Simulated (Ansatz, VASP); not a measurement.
# Cross-check of CaHfSe3 between VASP and Ansatz, part 3 of 3

Aim: how closely do two programs agree when they are given the same cell, functional and k mesh? The cell is generated by rule, not measured, and may not be a known phase. The cell is taken from a series of runs on this material, whose earlier steps may have relaxed, scaled, displaced or heated it; both programs get it as it stands.

VASP 6.6.1 and Ansatz 0.2.0.

So far: The structure; Ansatz: zone-centre phonons, LDA; VASP: zone-centre phonons, LDA.

### 3. VASP: zone-centre phonons, LDA (continued)

Level of this step: LDA; plane waves and PAW (Ca_sv, Hf_pv, Se); invented cell (VASP).

Numbers of over 12 decimals in the logs are rounded to 6 here.

From OUTCAR (step 3):

```text
ion  position               nearest neighbor table
   1  0.000  0.000  0.000-
   2  0.500  0.500  0.500-   3 2.54   4 2.54   5 2.54   3 2.54   4 2.54   5 2.54
   3  0.500  0.500  0.000-   2 2.54   2 2.54
   4  0.500  0.000  0.500-   2 2.54   2 2.54
   5  0.000  0.500  0.500-   2 2.54   2 2.54

  LATTYP: Found a simple cubic cell.
 ALAT       =     5.0745860677

 Subroutine GETGRP returns: Found 48 space group operations
 (whereof 48 operations were pure point group operations)

The static configuration has the point symmetry O_h .

 Found     35 irreducible k-points:

   k-points           NKPTS =     35   k-points in BZ     NKDIM =     35   number of bands    NBANDS=     25

   dimension x,y,z NGX =    40 NGY =   40 NGZ =   40
   dimension x,y,z NGXF=    80 NGYF=   80 NGZF=   80

   ENCUT  =  500.0 eV  36.75 Ry    6.06 a.u.   9.25  9.25  9.25*2*pi/ulx,y,z

   NELECT =      38.0000    total number of electrons

 k-points in reciprocal lattice and weights: Automatic mesh
   0.00000000  0.00000000  0.00000000       0.002
   0.12500000  0.00000000  0.00000000       0.012
   0.25000000  0.00000000  0.00000000       0.012
   0.37500000  0.00000000  0.00000000       0.012
   0.50000000  0.00000000  0.00000000       0.006
   0.12500000  0.12500000  0.00000000       0.023
   0.25000000  0.12500000  0.00000000       0.047
   0.37500000  0.12500000  0.00000000       0.047
   0.50000000  0.12500000  0.00000000       0.023
[...]
0.50000000  0.50000000  0.37500000       0.012
   0.50000000  0.50000000  0.50000000       0.002

 average (electrostatic) potential at core
       1 -47.6661       2 -39.6289       3 -60.3315       4 -60.3315       5 -60.3315

  Total        0.0348005      0.0348005      0.0348005     -0.0000000     -0.0000000     -0.0000000
  in kB        0.4266718      0.4266718      0.4266718     -0.0000000     -0.0000000     -0.0000000
  external PRESSURE =       0.4266718 kB  Pullay stress =       0.0000000 kB

  energy-cutoff  :      500.00
  volume of cell :      130.68
      direct lattice vectors                 reciprocal lattice vectors
     5.074586068  0.000000000  0.000000000     0.197060408  0.000000000  0.000000000
[...]
POSITION                                       TOTAL-FORCE (eV/Angst)
 -----------------------------------------------------------------------------------
      0.00000      0.00000      0.00000         0.000000      0.000000      0.000000
      2.53729      2.53729      2.53729         0.000000      0.000000      0.000000
      2.53729      2.53729      0.00000         0.000000      0.000000      0.000000
      2.53729      0.00000      2.53729         0.000000      0.000000      0.000000
      0.00000      2.53729      2.53729         0.000000      0.000000      0.000000
 -----------------------------------------------------------------------------------
    total drift:                                0.000000     -0.000000     -0.000000

 Eigenvectors and eigenvalues of the dynamical matrix
 ----------------------------------------------------

   1 f  =    7.526870 THz    47.292720 2PiTHz  251.069362 cm-1    31.128620 meV
             X         Y         Z           dx          dy          dz
      0.000000  0.000000  0.000000    -0.000000   -0.000000    0.021496
      2.537293  2.537293  2.537293    -0.000000    0.000000    0.359691
      2.537293  2.537293  0.000000    -0.000000    0.000000   -0.900461
      2.537293  0.000000  2.537293    -0.000000   -0.000000    0.172234
      0.000000  2.537293  2.537293     0.000000   -0.000000    0.172234

   2 f  =    7.526870 THz    47.292720 2PiTHz  251.069362 cm-1    31.128620 meV
             X         Y         Z           dx          dy          dz
      0.000000  0.000000  0.000000    -0.011268   -0.018306   -0.000000
      2.537293  2.537293  2.537293    -0.188547   -0.306313    0.000000
      2.537293  2.537293  0.000000    -0.090284   -0.146675    0.000000
      2.537293  0.000000  2.537293    -0.090284    0.766834   -0.000000
      0.000000  2.537293  2.537293     0.472014   -0.146675   -0.000000

   3 f  =    7.526870 THz    47.292720 2PiTHz  251.069362 cm-1    31.128620 meV
             X         Y         Z           dx          dy          dz
      0.000000  0.000000  0.000000     0.018306   -0.011268   -0.000000
      2.537293  2.537293  2.537293     0.306313   -0.188547    0.000000
      2.537293  2.537293  0.000000     0.146675   -0.090284   -0.000000
      2.537293  0.000000  2.537293     0.146675    0.472014    0.000000
      0.000000  2.537293  2.537293    -0.766834   -0.090284    0.000000

   4 f  =    0.008088 THz     0.050820 2PiTHz    0.269793 cm-1     0.033450 meV
             X         Y         Z           dx          dy          dz
      0.000000  0.000000  0.000000    -0.104647   -0.271847   -0.038892
      2.537293  2.537293  2.537293    -0.224198   -0.582413   -0.083324
      2.537293  2.537293  0.000000    -0.147535   -0.383261   -0.055188
      2.537293  0.000000  2.537293    -0.147535   -0.385751   -0.054832
      0.000000  2.537293  2.537293    -0.148493   -0.383261   -0.054832

   5 f  =    0.008088 THz     0.050820 2PiTHz    0.269793 cm-1     0.033450 meV
             X         Y         Z           dx          dy          dz
      0.000000  0.000000  0.000000    -0.022243   -0.033093    0.291161
      2.537293  2.537293  2.537293    -0.047654   -0.070899    0.623790
      2.537293  2.537293  0.000000    -0.031359   -0.046656    0.413156
      2.537293  0.000000  2.537293    -0.031359   -0.046959    0.410490
      0.000000  2.537293  2.537293    -0.031563   -0.046656    0.410490

   6 f  =    0.008088 THz     0.050820 2PiTHz    0.269793 cm-1     0.033450 meV
             X         Y         Z           dx          dy          dz
      0.000000  0.000000  0.000000    -0.273713    0.106623   -0.008791
      2.537293  2.537293  2.537293    -0.586410    0.228431   -0.018835
      2.537293  2.537293  0.000000    -0.385891    0.150321   -0.012475
      2.537293  0.000000  2.537293    -0.385891    0.151297   -0.012395
      0.000000  2.537293  2.537293    -0.388398    0.150321   -0.012395

   7 f/i=    1.288987 THz     8.098943 2PiTHz   42.995971 cm-1     5.330819 meV
             X         Y         Z           dx          dy          dz
      0.000000  0.000000  0.000000     0.006962   -0.308268    0.042379
      2.537293  2.537293  2.537293    -0.015394    0.681637   -0.093709
      2.537293  2.537293  0.000000     0.010263   -0.454426   -0.012522
      2.537293  0.000000  2.537293     0.010263    0.091083    0.062473
      0.000000  2.537293  2.537293    -0.002057   -0.454426    0.062473

   8 f/i=    1.288987 THz     8.098943 2PiTHz   42.995971 cm-1     5.330819 meV
             X         Y         Z           dx          dy          dz
      0.000000  0.000000  0.000000     0.309666    0.002704   -0.031202
      2.537293  2.537293  2.537293    -0.684727   -0.005979    0.068994
      2.537293  2.537293  0.000000     0.456486    0.003986    0.009219
      2.537293  0.000000  2.537293     0.456486   -0.000799   -0.045996
      0.000000  2.537293  2.537293    -0.091496    0.003986   -0.045996

   9 f/i=    1.288987 THz     8.098943 2PiTHz   42.995971 cm-1     5.330819 meV
             X         Y         Z           dx          dy          dz
      0.000000  0.000000  0.000000    -0.030535   -0.042862   -0.306764
      2.537293  2.537293  2.537293     0.067519    0.094776    0.678311
      2.537293  2.537293  0.000000    -0.045013   -0.063184    0.090639
      2.537293  0.000000  2.537293    -0.045013    0.012664   -0.452209
      0.000000  2.537293  2.537293     0.009022   -0.063184   -0.452209

  10 f/i=    2.289812 THz    14.387311 2PiTHz   76.379896 cm-1     9.469896 meV
             X         Y         Z           dx          dy          dz
      0.000000  0.000000  0.000000     0.000000   -0.000000    0.000000
      2.537293  2.537293  2.537293    -0.000000   -0.000000   -0.000000
      2.537293  2.537293  0.000000     0.371349   -0.601742   -0.000000
      2.537293  0.000000  2.537293    -0.371349   -0.000000   -0.002485
      0.000000  2.537293  2.537293    -0.000000    0.601742    0.002485

  11 f/i=    2.289812 THz    14.387311 2PiTHz   76.379896 cm-1     9.469896 meV
             X         Y         Z           dx          dy          dz
      0.000000  0.000000  0.000000    -0.000000   -0.000000    0.000000
      2.537293  2.537293  2.537293     0.000000   -0.000000   -0.000000
      2.537293  2.537293  0.000000    -0.000157    0.002823    0.000000
      2.537293  0.000000  2.537293     0.000157   -0.000000   -0.707101
      0.000000  2.537293  2.537293     0.000000   -0.002823    0.707101

  12 f/i=    2.289812 THz    14.387311 2PiTHz   76.379896 cm-1     9.469896 meV
             X         Y         Z           dx          dy          dz
      0.000000  0.000000  0.000000    -0.000000   -0.000000    0.000000
      2.537293  2.537293  2.537293    -0.000000    0.000000    0.000000
      2.537293  2.537293  0.000000     0.601747    0.371347    0.000000
      2.537293  0.000000  2.537293    -0.601747   -0.000000    0.001349
      0.000000  2.537293  2.537293    -0.000000   -0.371347   -0.001349

  13 f/i=    3.527491 THz    22.163877 2PiTHz  117.664422 cm-1    14.588522 meV
             X         Y         Z           dx          dy          dz
      0.000000  0.000000  0.000000     0.749459    0.503798    0.028270
      2.537293  2.537293  2.537293     0.019688    0.013235    0.000743
      2.537293  2.537293  0.000000    -0.246300   -0.165567   -0.002583
      2.537293  0.000000  2.537293    -0.246300   -0.046024   -0.009291
      0.000000  2.537293  2.537293    -0.068466   -0.165567   -0.009291

  14 f/i=    3.527491 THz    22.163877 2PiTHz  117.664422 cm-1    14.588522 meV
             X         Y         Z           dx          dy          dz
      0.000000  0.000000  0.000000     0.007365    0.039691   -0.902591
      2.537293  2.537293  2.537293     0.000193    0.001043   -0.023711
      2.537293  2.537293  0.000000    -0.002420   -0.013044    0.082455
      2.537293  0.000000  2.537293    -0.002420   -0.003626    0.296625
      0.000000  2.537293  2.537293    -0.000673   -0.013044    0.296625

  15 f/i=    3.527491 THz    22.163877 2PiTHz  117.664422 cm-1    14.588522 meV
             X         Y         Z           dx          dy          dz
      0.000000  0.000000  0.000000    -0.504536    0.748941    0.028817
      2.537293  2.537293  2.537293    -0.013254    0.019675    0.000757
      2.537293  2.537293  0.000000     0.165809   -0.246130   -0.002633
      2.537293  0.000000  2.537293     0.165809   -0.068419   -0.009470
      0.000000  2.537293  2.537293     0.046091   -0.246130   -0.009470

 ELASTIC MODULI CONTR FROM IONIC RELAXATION (kBar)
 Direction    XX          YY          ZZ          XY          YZ          ZX
 --------------------------------------------------------------------------------
 XX           0.0000      0.0000      0.0000      0.0000      0.0000      0.0000
 YY           0.0000      0.0000      0.0000      0.0000      0.0000      0.0000
 ZZ           0.0000      0.0000      0.0000      0.0000      0.0000      0.0000
 XY           0.0000      0.0000      0.0000      0.0000      0.0000      0.0000
 YZ           0.0000      0.0000      0.0000      0.0000      0.0000      0.0000
 ZX           0.0000      0.0000      0.0000      0.0000      0.0000      0.0000
 --------------------------------------------------------------------------------
```

### 4. Side by side

Known differences besides the potentials themselves: the two LDA forms differ slightly; the data sets hold 84 valence electrons in Ansatz (on its PAW soft_1 files) and 38 in VASP; the cutoff is 420 eV in Ansatz and 500 eV in VASP; VASP's log shows a relativistic correction to its local exchange, Ansatz's none. Total energies have different zeros and are not compared.

The two programs side by side:

| quantity | Ansatz | VASP | difference |
| --- | --- | --- | --- |
| optical mode 1 to 3 (imaginary, printed as negative) (cm⁻¹) | -118.7 | -117.7 | -1.0 |
| optical mode 4 to 6 (imaginary, printed as negative) (cm⁻¹) | -78.0 | -76.4 | -1.6 |
| optical mode 7 to 9 (imaginary, printed as negative) (cm⁻¹) | -45.5 | -43.0 | -2.5 |
| optical mode 10 to 12 (cm⁻¹) | 250.4 | 251.1 | -0.28 % |

Modes are paired by rising frequency, not by their patterns, so a pair may set unlike modes beside each other; they are those without the splitting of longitudinal modes.

### 5. Results

| Quantity | Value |
| --- | --- |
| r.m.s. difference of the optical zone-centre modes, each program's sorted by frequency (zone-centre phonons, LDA) | 1.6 cm⁻¹ |

The r.m.s. difference of the optical zone-centre modes, each program's sorted by frequency is 1.6 cm⁻¹ (zone-centre phonons, LDA). The data sets hold unlike numbers of valence electrons (84 in Ansatz and 38 in VASP), so part of the differences comes from the potentials. Such differences can come from data sets, numerical settings and the points named under the comparisons, not from the functional's error against experiment.

[Lines on the potential files, build, host, timing and source positions are cut from VASP's logs without a mark.]

[Logs are printed without paths, hosts, clocks, repeated set-up lines and the standing remarks that a program may print on its own settings, such as how far it seeks lower states.]

[Hosts, paths, dates, database ids (printed as entryN), source tags and the programs' standing remarks are cut or masked in the printed files.]
